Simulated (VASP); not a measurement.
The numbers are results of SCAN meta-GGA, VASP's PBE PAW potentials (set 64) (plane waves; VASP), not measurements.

Input for VASP

**POSCAR**
```
C
1.0
  1.2264955692  -2.1243521520   0.0000000000
  1.2264955692   2.1243521520   0.0000000000
  0.0000000000   0.0000000000   6.8998866708
C
4
Cartesian
  0.0000000000   0.0000000000   1.7249716677
  0.0000000000   0.0000000000   5.1749150031
  1.2264955692   0.7081188002   1.7249716677
  1.2264955692  -0.7081188002   5.1749150031
```

File KPOINTS:
```
Regular mesh
0
gamma
9 9 3
```

### INCAR
```
SYSTEM=C
PREC=Accurate; ENCUT=520; LREAL=.False.
LASPH=.True.
EDIFF=1E-6; NELM=100; ALGO=Normal
LMIXTAU=.True.
ISMEAR=0; SIGMA=0.05
METAGGA=SCAN
IBRION=2; NSW=60; ISIF=3
EDIFFG=-0.02
LWAVE=.False.; LCHARG=.False.
```

POTCAR, in this order: C (PBE.64 set). Program: vasp_std.

The run wrote:

OUTCAR:
```
 ion  position               nearest neighbor table
   1  0.000  0.000  0.250-   3 1.42   3 1.42   3 1.42
   2  0.000  0.000  0.750-   4 1.42   4 1.42   4 1.42
   3  0.333  0.667  0.250-   1 1.42   1 1.42   1 1.42
   4  0.667  0.333  0.750-   2 1.42   2 1.42   2 1.42
  LATTYP: Found a hexagonal cell.
 ALAT       =     2.4529907148
 C/A-ratio  =     2.8128466321
 Subroutine PRICEL returns:
 Original cell was already a primitive cell.
 Subroutine GETGRP returns: Found 24 space group operations
The static configuration has the point symmetry D_3d.
 The point group associated with its full space group is D_6h.
The dynamic configuration has the point symmetry D_3d.
 Subroutine INISYM returns: Found 24 space group operations
 Subroutine IBZKPT returns following result:
 Found     24 irreducible k-points:

 Following reciprocal coordinates:
            Coordinates               Weight
  0.000000  0.000000  0.000000      1.000000
  0.111111  0.000000  0.000000      6.000000
  0.222222  0.000000  0.000000      6.000000
  0.333333  0.000000  0.000000      6.000000
  0.444444  0.000000  0.000000      6.000000
...
```

**OSZICAR**
```
       N       E                     dE             d eps       ncg     rms          rms(c)
DAV:   1     0.446035592845E+02    0.44604E+02   -0.84000E+03   576   0.125E+03
DAV:   2    -0.425111289101E+02   -0.87115E+02   -0.78524E+02   860   0.233E+02
DAV:   3    -0.463952663788E+02   -0.38841E+01   -0.38569E+01   720   0.491E+01
DAV:   4    -0.464383976529E+02   -0.43131E-01   -0.43083E-01   724   0.608E+00
DAV:   5    -0.464392914432E+02   -0.89379E-03   -0.89363E-03   728   0.830E-01    0.859E+00
DAV:   6    -0.420616791724E+02    0.43776E+01   -0.23158E+00   652   0.121E+01    0.604E+00
DAV:   7    -0.384092580822E+02    0.36524E+01   -0.61147E-01   660   0.927E+00    0.123E+00
DAV:   8    -0.405877512971E+02   -0.21785E+01   -0.14501E+00   628   0.117E+01    0.128E+00
DAV:   9    -0.406837703045E+02   -0.96019E-01   -0.21240E-01   632   0.675E+00    0.579E-01
DAV:  10    -0.404301868117E+02    0.25358E+00   -0.51899E-02   600   0.280E+00    0.432E-01
DAV:  11    -0.401030103893E+02    0.32718E+00   -0.19985E-01   592   0.578E+00    0.144E-01
DAV:  12    -0.402954570017E+02   -0.19245E+00   -0.72283E-02   584   0.389E+00    0.149E-01
DAV:  13    -0.403481666584E+02   -0.52710E-01   -0.30877E-02   592   0.276E+00    0.857E-02
DAV:  14    -0.403567259548E+02   -0.85593E-02   -0.81470E-03   608   0.144E+00    0.613E-02
DAV:  15    -0.403577368413E+02   -0.10109E-02   -0.18952E-03   676   0.675E-01    0.370E-02
DAV:  16    -0.403578351230E+02   -0.98282E-04   -0.27221E-04   668   0.249E-01    0.398E-02
DAV:  17    -0.403578621311E+02   -0.27008E-04   -0.11742E-04   624   0.186E-01    0.371E-02
DAV:  18    -0.403578839142E+02   -0.21783E-04   -0.10182E-04   640   0.113E-01    0.247E-02
DAV:  19    -0.403579098564E+02   -0.25942E-04   -0.16492E-05   676   0.499E-02    0.203E-02
DAV:  20    -0.403579260472E+02   -0.16191E-04   -0.19322E-05   672   0.608E-02    0.117E-02
DAV:  21    -0.403579271630E+02   -0.11158E-05   -0.57251E-06   664   0.354E-02    0.765E-03
DAV:  22    -0.403579443213E+02   -0.17158E-04   -0.14662E-05   644   0.541E-02    0.155E-03
DAV:  23    -0.403579428925E+02    0.14288E-05   -0.17632E-06   668   0.203E-02    0.184E-03
DAV:  24    -0.403579432062E+02   -0.31371E-06   -0.18513E-07   468   0.618E-03
   1 F= -.40357943E+02 E0= -.40357269E+02  d E =-.403579E+02
```

**OUTCAR**
```
------------------------ aborting loop because EDIFF is reached ----------------------------------------
  FORCE on cell =-STRESS in cart. coord.  units (eV):
  Direction    XX          YY          ZZ          XY          YZ          ZX
  --------------------------------------------------------------------------------------
  Total        0.0624461      0.0624461     -0.0423061     -0.0000000     -0.0000000      0.0000000
  in kB        2.7826047      2.7826035     -1.8851659     -0.0000000     -0.0000000      0.0000000
  external PRESSURE =       1.2266808 kB  Pullay stress =       0.0000000 kB
  volume of cell :       35.96
      direct lattice vectors                 reciprocal lattice vectors
     1.226495569 -2.124352152  0.000000000     0.407665558 -0.235365874  0.000000000
     1.226495569  2.124352152  0.000000000     0.407665558  0.235365874  0.000000000
     0.000000000  0.000000000  6.899886671     0.000000000  0.000000000  0.144929917
 POSITION                                       TOTAL-FORCE (eV/Angst)
 -----------------------------------------------------------------------------------
      0.00000      0.00000      1.72497        -0.000000      0.000000     -0.000000
      0.00000      0.00000      5.17492         0.000000     -0.000000     -0.000000
      1.22650      0.70812      1.72497        -0.000000      0.000000      0.000000
      1.22650     -0.70812      5.17492         0.000000     -0.000000      0.000000
 -----------------------------------------------------------------------------------
    total drift:                               -0.000000     -0.000000      0.000000
  FREE ENERGIE OF THE ION-ELECTRON SYSTEM (eV)
  ---------------------------------------------------
  free  energy   TOTEN  =       -40.3579432062 eV

  energy  without entropy=      -40.3565957814  energy(sigma->0) =      -40.35726949

 reached required accuracy - stopping structural energy minimisation
```
(Selected blocks of OUTCAR.)

**OUTCAR**
```
 val. band max:        4.4833267569   @ k =   0.3333   0.3333   0.0000

 cond. band min:       4.5027664141   @ k =   0.3333   0.3333   0.3333


 Fermi energy:         4.4963597161

 k-point     1 :       0.0000    0.0000    0.0000
  band No.  band energies     occupation
      1     -16.4076      2.00000
      2     -16.1687      2.00000
      3      -4.4461      2.00000
      4      -2.6809      2.00000
      5       1.1322      2.00000
      6       1.1322      2.00000
      7       1.1463      2.00000
      8       1.1464      2.00000
      9       8.4673      0.00000
     10      13.4393      0.00000
     11      13.4394      0.00000
     12      13.4830      0.00000

 k-point     2 :       0.1111    0.0000    0.0000
  band No.  band energies     occupation
      1     -16.0969      2.00000
      2     -15.8623      2.00000
      3      -4.0687      2.00000
      4      -2.3229      2.00000
      5      -0.0460      2.00000
      6      -0.0127      2.00000
      7       0.5355      2.00000
      8       0.5608      2.00000
      9       8.8430      0.00000
     10      13.4728      0.00000
     11      13.5685      0.00000
     12      14.7097      0.00000

 k-point     3 :       0.2222    0.0000    0.0000
  band No.  band energies     occupation
      1     -15.1713      2.00000
      2     -14.9496      2.00000
      3      -2.9517      2.00000
      4      -2.7462      2.00000
      5      -2.6776      2.00000
      6      -1.2715      2.00000
      7      -0.6695      2.00000
      8      -0.6339      2.00000
      9       9.9701      0.00000
     10      12.9413      0.00000
     11      13.1346      0.00000
     12      13.3533      0.00000

 k-point     4 :       0.3333    0.0000    0.0000
  band No.  band energies     occupation
      1     -13.6545      2.00000
      2     -13.4534      2.00000
      3      -5.8560      2.00000
      4      -5.7505      2.00000
      5      -1.7369      2.00000
      6      -1.6962      2.00000
...
```

The compound is C in the graphite structure. It was relaxed first. The k-mesh is coarse (spacing up to 0.33 per Å, 2π included), so the numbers may not be converged in it. The start is the result of an earlier pass.
